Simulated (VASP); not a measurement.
# Mesh, vacuum, cutoff and functional for Cu(111), part 4 of 5

Aim: find which settings matter for a slab model of Cu(111), and what they cost.

VASP 6.6.1, plane waves and PAW; the level of theory is named at each step.

So far, highest filled level below the vacuum (eV): step 2 (the base run) 4.93; step 3 (another mesh, mesh points along a 3, k-mesh 3×3×1) 5.40; step 11 (a lower cutoff, ENCUT 220) 5.05.

## 12. A lower cutoff, ENCUT 290

Level of this step: PBEsol; plane waves and PAW (Cu) (VASP).

INCAR reads:

```
SYSTEM = Cu
PREC = Normal
ENCUT = 290
EDIFF = 1E-06
NELM = 120
ISMEAR = 1
SIGMA = 0.1
LREAL = .FALSE.
ALGO = Normal
GGA = PS
NBANDS = 47
LASPH = .TRUE.
LORBIT = 11
LWAVE = .FALSE.
LCHARG = .FALSE.
KPAR = 4
IDIPOL = 3
LDIPOL = .TRUE.
DIPOL = 0.5 0.5 0.5
LVHAR = .TRUE.
LVACPOTAV = .TRUE.
```

POSCAR reads:

```
Cu
1.0
    2.5526554801      0.0000000000      0.0000000000
    1.2763277400      2.2106644929      0.0000000000
    0.0000000000      0.0000000000     30.5054068306
Cu
7
Direct
    0.0000000000      0.0000000000      0.2950296664
    0.3333333333      0.3333333333      0.3633531109
    0.6666666667      0.6666666667      0.4316765555
    0.0000000000      0.0000000000      0.5000000000
    0.3333333333      0.3333333333      0.5683234445
    0.6666666667      0.6666666667      0.6366468891
    0.0000000000      0.0000000000      0.7049703336
```

KPOINTS reads:

```
Automatic mesh
0
Gamma
12 12 1
0 0 0
```

PAW data sets: Cu (PBE family, release 64).

Run with:

```sh
> mpirun -np 4 vasp_std
```

Log:

```text
[... set-up lines as in an earlier step ...]
 entering main loop
       N       E                     dE             d eps       ncg     rms          rms(c)
DAV:   1     0.584506259440E+03    0.58451E+03   -0.24498E+04  1794   0.148E+03
DAV:   2     0.231607031107E+02   -0.56135E+03   -0.54376E+03  1786   0.367E+02
DAV:   3    -0.343690138431E+02   -0.57530E+02   -0.53544E+02  1884   0.164E+02
DAV:   4    -0.361026776901E+02   -0.17337E+01   -0.17259E+01  2025   0.364E+01
[...]
DAV:  21    -0.288986930139E+02   -0.16991E-05   -0.19634E-06  1246   0.301E-02    0.185E-03
DAV:  22    -0.288986960638E+02   -0.30499E-05   -0.63016E-07  1077   0.102E-02    0.194E-03
DAV:  23    -0.288986964914E+02   -0.42762E-06   -0.23820E-07  1117   0.114E-02
 [... a notice as in an earlier step ...]

   1 F= -.28898696E+02 E0= -.28896880E+02  d E =-.545023E-02
 [... a notice as in an earlier step ...]
```

Wall time 12 s (4 MPI ranks of Intel Xeon 6975P-C (Granite Rapids), shared host); peak memory 0.65 GiB; 42 s of CPU time.

From OUTCAR (step 12):

```text
  Total       -6.7268642     -6.7268642     -5.6947764      0.0000000      0.0000000      0.0000000
  in kB      -62.6082235    -62.6082235    -53.0023830      0.0000000      0.0000000      0.0000000
  external PRESSURE =     -59.4062767 kB  Pullay stress =       0.0000000 kB

 POSITION                                       TOTAL-FORCE (eV/Angst)
 -----------------------------------------------------------------------------------
      0.00000      0.00000      9.00000         0.000000     -0.000000      0.255300
      1.27633      0.73689     11.08423        -0.000000     -0.000000      0.014461
      2.55266      1.47378     13.16847        -0.000000     -0.000000     -0.029511
      0.00000      0.00000     15.25270        -0.000000     -0.000000      0.000000
      1.27633      0.73689     17.33694         0.000000      0.000000      0.029511
      2.55266      1.47378     19.42117        -0.000000     -0.000000     -0.014461
      0.00000      0.00000     21.50541         0.000000      0.000000     -0.255300
 -----------------------------------------------------------------------------------
    total drift:                                0.000000      0.000000      0.000000

  FREE ENERGIE OF THE ION-ELECTRON SYSTEM (eV)
  ---------------------------------------------------
  free  energy   TOTEN  =       -28.8986964914 eV

  energy  without entropy=      -28.8932462655  energy(sigma->0) =      -28.89687975

[... 1 part as in an earlier step ...]

[... 2 further parts left out ...]
[key lines of the parts left out:]
E-fermi :   0.9834
```

Numbers from this step:

| Item | Value |
| --- | --- |
| electronic cycles | 23 |
| free energy (TOTEN) | -28.90 eV |
| energy at zero smearing | -28.90 eV |
| Fermi energy | 0.9834 eV |
| highest filled level below the vacuum | 4.949 eV |

Against the base run its depth below the vacuum changes by +0.02 eV and the energy by +12.7 meV an atom. The program printed no vacuum level, so the number is read from the planar average a third of the way across the gap.

## 13. Another smearing width, SIGMA 0.02

The width trades sharpness at the Fermi level against the mesh needed.

Edit INCAR of step 12 so:

```diff
@@ -2,3 +2,3 @@
 PREC = Normal
-ENCUT = 290
+ENCUT = 360
 EDIFF = 1E-06
@@ -6,3 +6,3 @@
 ISMEAR = 1
-SIGMA = 0.1
+SIGMA = 0.02
 LREAL = .FALSE.
```

POSCAR is that of step 12.

KPOINTS is that of step 12.

Run with:

```sh
> mpirun -np 4 vasp_std
```

Log:

```text
[... set-up lines as in an earlier step ...]
 entering main loop
       N       E                     dE             d eps       ncg     rms          rms(c)
DAV:   1     0.637046518475E+03    0.63705E+03   -0.27600E+04  1786   0.180E+03
DAV:   2     0.364690889792E+02   -0.60058E+03   -0.58305E+03  1793   0.401E+02
DAV:   3    -0.336467420704E+02   -0.70116E+02   -0.65283E+02  1877   0.190E+02
DAV:   4    -0.361093680623E+02   -0.24626E+01   -0.24458E+01  2025   0.470E+01
[...]
DAV:  22    -0.289838051580E+02   -0.27684E-05   -0.71827E-07  1152   0.161E-02    0.186E-03
DAV:  23    -0.289838062988E+02   -0.11407E-05   -0.49898E-07  1089   0.152E-02    0.190E-03
DAV:  24    -0.289838072260E+02   -0.92729E-06   -0.25856E-07  1054   0.129E-02
 [... a notice as in an earlier step ...]

   1 F= -.28983807E+02 E0= -.28983527E+02  d E =-.842086E-03
```

Elapsed: 15 s, on 4 MPI ranks; peak memory 0.74 GiB.

From OUTCAR (step 13):

```text
  Total       -3.8981120     -3.8981120     -3.0703317      0.0000000      0.0000000      0.0000000
  in kB      -36.2804809    -36.2804809    -28.5761699      0.0000000      0.0000000      0.0000000
  external PRESSURE =     -33.7123772 kB  Pullay stress =       0.0000000 kB

 POSITION                                       TOTAL-FORCE (eV/Angst)
 -----------------------------------------------------------------------------------
      0.00000      0.00000      9.00000         0.000000      0.000000      0.240917
      1.27633      0.73689     11.08423        -0.000000     -0.000000     -0.006898
      2.55266      1.47378     13.16847         0.000000      0.000000     -0.019540
      0.00000      0.00000     15.25270        -0.000000      0.000000      0.000000
      1.27633      0.73689     17.33694        -0.000000     -0.000000      0.019540
      2.55266      1.47378     19.42117         0.000000      0.000000      0.006898
      0.00000      0.00000     21.50541        -0.000000     -0.000000     -0.240917
 -----------------------------------------------------------------------------------
    total drift:                                0.000000      0.000000      0.000000

  FREE ENERGIE OF THE ION-ELECTRON SYSTEM (eV)
  ---------------------------------------------------
  free  energy   TOTEN  =       -28.9838072260 eV

  energy  without entropy=      -28.9829651397  energy(sigma->0) =      -28.98352653

[... 2 parts as in an earlier step ...]

[... 1 further part left out ...]
[key lines of the parts left out:]
E-fermi :   0.9913
```

Numbers from this step:

- electronic cycles: 24
- free energy (TOTEN): -28.98 eV
- energy at zero smearing: -28.98 eV
- Fermi energy: 0.9913 eV
- vacuum levels: 5.911, 5.911 eV
- work functions of the upper and lower face: 4.920, 4.920 eV
- highest filled level below the vacuum: 4.920 eV

Against the base run its depth below the vacuum changes by -0.01 eV and the energy by +0.3 meV an atom.

## 14. Another smearing width, SIGMA 0.4

Edit INCAR of step 13 so:

```diff
@@ -6,3 +6,3 @@
 ISMEAR = 1
-SIGMA = 0.02
+SIGMA = 0.4
 LREAL = .FALSE.
```

POSCAR is that of step 13.

KPOINTS is that of step 13.

Run with:

```sh
> mpirun -np 4 vasp_std
```

Log:

```text
[... set-up lines as in an earlier step ...]
 entering main loop
       N       E                     dE             d eps       ncg     rms          rms(c)
DAV:   1     0.637040774481E+03    0.63704E+03   -0.27600E+04  1786   0.180E+03
DAV:   2     0.364745659545E+02   -0.60057E+03   -0.58306E+03  1793   0.401E+02
DAV:   3    -0.336340785497E+02   -0.70109E+02   -0.65219E+02  1877   0.190E+02
DAV:   4    -0.360971512772E+02   -0.24631E+01   -0.24450E+01  2025   0.470E+01
[...]
DAV:  21    -0.289940950769E+02   -0.94438E-05   -0.12727E-06  1227   0.186E-02    0.542E-03
DAV:  22    -0.289940997934E+02   -0.47165E-05   -0.80486E-06  1878   0.437E-02    0.447E-03
DAV:  23    -0.289941003780E+02   -0.58461E-06   -0.12015E-06  1131   0.234E-02
 [... a notice as in an earlier step ...]

   1 F= -.28994100E+02 E0= -.28991184E+02  d E =-.874914E-02
```

The job ended after 16 s (4 MPI ranks; peak memory 0.74 GiB; 53 s of CPU time).

From OUTCAR (step 14):

```text
  Total       -3.9890112     -3.9890112     -2.9997307      0.0000000      0.0000000      0.0000000
  in kB      -37.1264970    -37.1264970    -27.9190725      0.0000000      0.0000000      0.0000000
  external PRESSURE =     -34.0573555 kB  Pullay stress =       0.0000000 kB

 POSITION                                       TOTAL-FORCE (eV/Angst)
 -----------------------------------------------------------------------------------
      0.00000      0.00000      9.00000        -0.000000      0.000000      0.245297
      1.27633      0.73689     11.08423         0.000000      0.000000     -0.019727
      2.55266      1.47378     13.16847         0.000000     -0.000000     -0.021514
      0.00000      0.00000     15.25270         0.000000      0.000000      0.000000
      1.27633      0.73689     17.33694        -0.000000      0.000000      0.021514
      2.55266      1.47378     19.42117        -0.000000      0.000000      0.019727
      0.00000      0.00000     21.50541        -0.000000     -0.000000     -0.245297
 -----------------------------------------------------------------------------------
    total drift:                                0.000000      0.000000      0.000000

  FREE ENERGIE OF THE ION-ELECTRON SYSTEM (eV)
  ---------------------------------------------------
  free  energy   TOTEN  =       -28.9941003780 eV

  energy  without entropy=      -28.9853512378  energy(sigma->0) =      -28.99118400

[... 2 parts as in an earlier step ...]

[... 1 further part left out ...]
[key lines of the parts left out:]
E-fermi :   1.0086
```

Numbers from this step:

```yaml
electronic_cycles: 23
free_energy_toten: -28.99 eV
energy_at_zero_smearing: -28.99 eV
fermi_energy: 1.009 eV
vacuum_levels: 5.919, 5.919 eV
work_functions_of_the_upper_and_lower_face: 4.910, 4.910 eV
highest_filled_level_below_the_vacuum: 4.910 eV
```

Against the base run its depth below the vacuum changes by -0.02 eV and the energy by -0.8 meV an atom.

## 15. The ladder

Times are for 4 MPI ranks of Intel Xeon 6975P-C (Granite Rapids), shared host. The runs compared:

```tsv
no.	run	electronic cycles	cutoff used less the lowest (eV)	free energy (TOTEN) (eV)	highest filled level below the vacuum (eV)	time	memory (GiB)
1	base run	23	140	-28.99	4.931	15 s	0.74
2	series over the cutoff	22	0	-24.02	5.050	9.2 s	0.61
3	series over the cutoff	23	70	-28.90	4.949	12 s	0.65
4	series over the smearing	24	140	-28.98	4.920	15 s	0.74
5	series over the smearing	23	140	-28.99	4.910	16 s	0.74
```

## 16. Another level, functional LDA

This step: LDA; plane waves and PAW (Cu) (VASP 6.6.1).

Beside the numerical settings stands the choice of exchange and correlation.

Edit INCAR of step 14 so:

```diff
@@ -6,6 +6,6 @@
 ISMEAR = 1
-SIGMA = 0.4
+SIGMA = 0.1
 LREAL = .FALSE.
 ALGO = Normal
-GGA = PS
+GGA = CA
 NBANDS = 47
```

POSCAR is that of step 14.

KPOINTS is that of step 14.

Run with:

```sh
> mpirun -np 4 vasp_std
```

Log:

```text
[banner, memory and clock lines left out]
running    4 mpi-ranks, on    1 nodes
 distrk:  each k-point on    1 cores,    4 groups
 distr:  one band on    1 cores,    1 groups

 POSCAR found type information on POSCAR Cu
 POSCAR found :  1 types and       7 ions
 [... a notice as in an earlier step ...]

 LDA part: xc-table for (Slater(with rela. corr.)+CA(PZ))
 , standard interpolation
 POSCAR, INCAR and KPOINTS ok, starting setup
 FFT: planning ... GRIDC
 FFT: planning ... GRID_SOFT
 FFT: planning ... GRID
 WAVECAR not read
 entering main loop
       N       E                     dE             d eps       ncg     rms          rms(c)
DAV:   1     0.638165577887E+03    0.63817E+03   -0.27602E+04  1786   0.180E+03
DAV:   2     0.345716782610E+02   -0.60359E+03   -0.58615E+03  1786   0.401E+02
DAV:   3    -0.369594850463E+02   -0.71531E+02   -0.66469E+02  1884   0.192E+02
DAV:   4    -0.395229551713E+02   -0.25635E+01   -0.25439E+01  2025   0.478E+01
DAV:   5    -0.395901986948E+02   -0.67244E-01   -0.67221E-01  2106   0.614E+00    0.228E+01
DAV:   6    -0.354406620466E+02    0.41495E+01   -0.94672E+01  2024   0.149E+02    0.128E+01
DAV:   7    -0.317012419169E+02    0.37394E+01   -0.17896E+01  2040   0.668E+01    0.198E+00
DAV:   8    -0.317569720585E+02   -0.55730E-01   -0.27542E+00  2315   0.518E+01    0.196E+00
DAV:   9    -0.316932276365E+02    0.63744E-01   -0.47860E-01  2428   0.150E+01    0.138E+00
DAV:  10    -0.316534462118E+02    0.39781E-01   -0.12503E-01  3411   0.990E+00    0.483E-01
DAV:  11    -0.316530310863E+02    0.41513E-03   -0.49301E-02  2522   0.380E+00    0.160E-01
DAV:  12    -0.316530751982E+02   -0.44112E-04   -0.86756E-03  2043   0.208E+00    0.102E-01
DAV:  13    -0.316529597888E+02    0.11541E-03   -0.17925E-03  2039   0.133E+00    0.994E-02
DAV:  14    -0.316527255636E+02    0.23423E-03   -0.93182E-04  2594   0.729E-01    0.712E-02
DAV:  15    -0.316527364122E+02   -0.10849E-04   -0.59287E-04  2016   0.511E-01    0.392E-02
DAV:  16    -0.316528131017E+02   -0.76690E-04   -0.21965E-04  2256   0.376E-01    0.210E-02
DAV:  17    -0.316529088638E+02   -0.95762E-04   -0.74799E-05  2029   0.150E-01    0.112E-02
DAV:  18    -0.316531088223E+02   -0.19996E-03   -0.55384E-05  2307   0.938E-02    0.904E-03
DAV:  19    -0.316531878015E+02   -0.78979E-04   -0.17661E-05  2026   0.740E-02    0.682E-03
DAV:  20    -0.316532315005E+02   -0.43699E-04   -0.12367E-05  2077   0.584E-02    0.582E-03
DAV:  21    -0.316532378020E+02   -0.63015E-05   -0.33965E-06  1626   0.348E-02    0.244E-03
DAV:  22    -0.316532449071E+02   -0.71051E-05   -0.17660E-06  1156   0.307E-02    0.242E-03
DAV:  23    -0.316532453351E+02   -0.42795E-06   -0.33587E-07  1138   0.140E-02
 [... a notice as in an earlier step ...]

   1 F= -.31653245E+02 E0= -.31651522E+02  d E =-.517022E-02
```

Run time: 14 s. Hardware: 4 MPI ranks; peak memory 0.66 GiB.

From OUTCAR (step 16):

```text
   NELECT =      77.0000    total number of electrons

 E-fermi :   0.7412

 k-point     1 :       0.0000    0.0000    0.0000
  band No.  band energies     occupation
    ...
     39      -0.8707      2.00000
     40      -0.8247      2.00000
     41      -0.8247      2.00000
     42       0.0425      2.00000
     43       0.4127      2.00003
     44       5.0789      0.00000
     45       5.5421      0.00000
     46       5.8255      0.00000
     47       6.6050      0.00000

  Total       -7.0104787     -7.0104787     -5.5480407      0.0000000      0.0000000      0.0000000
  in kB      -65.2478782    -65.2478782    -51.6366856      0.0000000      0.0000000      0.0000000
  external PRESSURE =     -60.7108140 kB  Pullay stress =       0.0000000 kB

 POSITION                                       TOTAL-FORCE (eV/Angst)
 -----------------------------------------------------------------------------------
      0.00000      0.00000      9.00000         0.000000     -0.000000      0.430780
      1.27633      0.73689     11.08423        -0.000000     -0.000000     -0.005519
      2.55266      1.47378     13.16847         0.000000     -0.000000     -0.014136
      0.00000      0.00000     15.25270         0.000000      0.000000      0.000000
      1.27633      0.73689     17.33694         0.000000      0.000000      0.014136
      2.55266      1.47378     19.42117        -0.000000      0.000000      0.005519
      0.00000      0.00000     21.50541        -0.000000      0.000000     -0.430780
 -----------------------------------------------------------------------------------
    total drift:                                0.000000      0.000000      0.000000

  FREE ENERGIE OF THE ION-ELECTRON SYSTEM (eV)
  ---------------------------------------------------
  free  energy   TOTEN  =       -31.6532453351 eV

  energy  without entropy=      -31.6480751136  energy(sigma->0) =      -31.65152193

 vacuum level on the upper side and lower side of the slab         5.922         5.922

[... 9 parts as in an earlier step ...]

[... 9 further parts left out ...]
```

The PAW data sets were made with PBE, though LDA sets exist; this is a small mismatch.

This step gave:

| Quantity | Value |
| --- | --- |
| free energy (TOTEN) | -31.65 eV |
| energy at zero smearing | -31.65 eV |
| Fermi energy | 0.7412 eV |
| vacuum levels | 5.922, 5.922 eV |
| work functions of the upper and lower face | 5.181, 5.181 eV |
| highest filled level below the vacuum | 5.181 eV |

Force by atom:

```tsv
atom	x (eV/Å)	y (eV/Å)	z (eV/Å)	size
Cu1	0.000	0.000	0.431	0.431
Cu2	0.000	0.000	-0.006	0.006
Cu3	0.000	0.000	-0.014	0.014
Cu4	0.000	0.000	0.000	0.000
Cu5	0.000	0.000	0.014	0.014
Cu6	0.000	0.000	0.006	0.006
Cu7	0.000	0.000	-0.431	0.431
```

Against the base run its depth below the vacuum changes by +0.25 eV.

## 17. Another level, functional PBE

This step: PBE; plane waves and PAW (Cu) (VASP 6.6.1).

Edit INCAR of step 16 so:

```diff
@@ -9,3 +9,3 @@
 ALGO = Normal
-GGA = CA
+GGA = PE
 NBANDS = 47
```

POSCAR is that of step 16.

KPOINTS is that of step 16.

Run with:

```sh
> mpirun -np 4 vasp_std
```

Log:

```text
[banner, memory and clock lines left out]
running    4 mpi-ranks, on    1 nodes
[...]
LDA part: xc-table for (Slater+PW92), standard interpolation
 POSCAR, INCAR and KPOINTS ok, starting setup
[...]
entering main loop
       N       E                     dE             d eps       ncg     rms          rms(c)
DAV:   1     0.638316892905E+03    0.63832E+03   -0.27661E+04  1786   0.181E+03
DAV:   2     0.408691360908E+02   -0.59745E+03   -0.57998E+03  1793   0.401E+02
DAV:   3    -0.287021401196E+02   -0.69571E+02   -0.64855E+02  1884   0.189E+02
DAV:   4    -0.311172756697E+02   -0.24151E+01   -0.24001E+01  2032   0.467E+01
[...]
DAV:  20    -0.251999994663E+02   -0.37904E-04   -0.99953E-06  2044   0.581E-02    0.299E-03
DAV:  22    -0.252000105225E+02   -0.38692E-05   -0.86177E-07  1054   0.215E-02    0.193E-03
DAV:  23    -0.252000110337E+02   -0.51124E-06   -0.21632E-07  1124   0.102E-02
 [... a notice as in an earlier step ...]

   1 F= -.25200011E+02 E0= -.25198211E+02  d E =-.540103E-02
```

Run time: 16 s. Hardware: 4 MPI ranks; peak memory 0.73 GiB.

From OUTCAR (step 17):

```text
  Total        0.1854682      0.1854682      0.6189398     -0.0000000      0.0000000      0.0000000
  in kB        1.7261887      1.7261887      5.7605919     -0.0000000      0.0000000      0.0000000
  external PRESSURE =       3.0709898 kB  Pullay stress =       0.0000000 kB

 POSITION                                       TOTAL-FORCE (eV/Angst)
 -----------------------------------------------------------------------------------
      0.00000      0.00000      9.00000        -0.000000      0.000000     -0.055123
      1.27633      0.73689     11.08423         0.000000      0.000000     -0.010230
      2.55266      1.47378     13.16847         0.000000      0.000000     -0.014023
      0.00000      0.00000     15.25270        -0.000000     -0.000000      0.000000
      1.27633      0.73689     17.33694         0.000000     -0.000000      0.014023
      2.55266      1.47378     19.42117        -0.000000     -0.000000      0.010230
      0.00000      0.00000     21.50541         0.000000      0.000000      0.055123
 -----------------------------------------------------------------------------------
    total drift:                                0.000000      0.000000      0.000000

  FREE ENERGIE OF THE ION-ELECTRON SYSTEM (eV)
  ---------------------------------------------------
  free  energy   TOTEN  =       -25.2000110337 eV

  energy  without entropy=      -25.1946100013  energy(sigma->0) =      -25.19821069

[... 2 parts as in an earlier step ...]

[... 1 further part left out ...]
[key lines of the parts left out:]
E-fermi :   1.1427
```

Against the base run its depth below the vacuum changes by -0.12 eV.

(Part 4 of 5 ends here.)

[Lines on the potential files, build, host, timing and source positions are cut from VASP's logs without a mark.]

[Logs are printed without paths, hosts, clocks, repeated set-up lines and the standing remarks that a program may print on its own settings, such as how far it seeks lower states.]

[Hosts, paths, dates, database ids (printed as entryN), source tags and the programs' standing remarks are cut or masked in the printed files.]

[In band tables of VASP the shares of atoms and orbitals are scaled to a sum of 1 inside the atoms' spheres.]

[Runs that stopped without an error message from VASP are left out.]
